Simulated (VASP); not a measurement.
Level of theory: vdW-DF-cx, VASP's PBE PAW potentials (set 64) (plane waves; VASP).

A VASP calculation is set up with these files.

### KPOINTS
```
Automatic
0
Gamma
7 7 7
0 0 0
```

INCAR:
```
SYSTEM = NaI
PREC = Accurate
ENCUT = 520
EDIFF = 1E-7
NELM = 100
ALGO = Normal
LREAL = .FALSE.
LASPH = .TRUE.
ISMEAR = 0
SIGMA = 0.05
GGA = CX
LUSE_VDW = .TRUE.
AGGAC = 0.0
LMAXMIX = 4
LWAVE = .FALSE.
LCHARG = .FALSE.
ISIF = 2
```

File POSCAR:
```
NaI
1
    0.0000000000     3.2632699733     3.2632699733
    3.2632699733     0.0000000000     3.2632699733
    3.2632699733     3.2632699733     0.0000000000
Na I
1 1
Direct
  1.0000000000   1.0000000000   0.0000000000
  0.5000000000   0.5000000000   0.5000000000
```

POTCAR, in this order: Na_pv I (PBE.64 set). Program: vasp_std.

Unless said otherwise, spin-orbit coupling is left out, though it shifts the bands of the heavy elements here.

Problem. Predict the energy per atom (σ→0), band gap (on the k-mesh).

Solution. 
```json
{
  "energy per atom (σ→0)": "-0.675 eV/atom",
  "band gap (on the k-mesh)": "3.65 eV"
}
```

OSZICAR:
```
...
DAV:   7    -0.134737899285E+01    0.56265E-02   -0.78630E-02   497   0.179E+00    0.527E-01
DAV:   8    -0.134992481400E+01   -0.25458E-02   -0.68795E-03   446   0.854E-01    0.114E-01
DAV:   9    -0.134987887264E+01    0.45941E-04   -0.13043E-04   536   0.135E-01    0.375E-02
DAV:  10    -0.134990655481E+01   -0.27682E-04   -0.61006E-05   473   0.965E-02    0.727E-03
DAV:  11    -0.134990762594E+01   -0.10711E-05   -0.61944E-06   518   0.313E-02    0.251E-03
DAV:  12    -0.134990816896E+01   -0.54302E-06   -0.11857E-06   473   0.860E-03    0.126E-03
DAV:  13    -0.134990821012E+01   -0.41161E-07   -0.13280E-08   340   0.120E-03
   1 F= -.13499082E+01 E0= -.13499082E+01  d E =-.305803E-12
```

The compound is NaI in the rock salt structure. This cell is one point of a volume scan, at 1.03 of the reference volume.
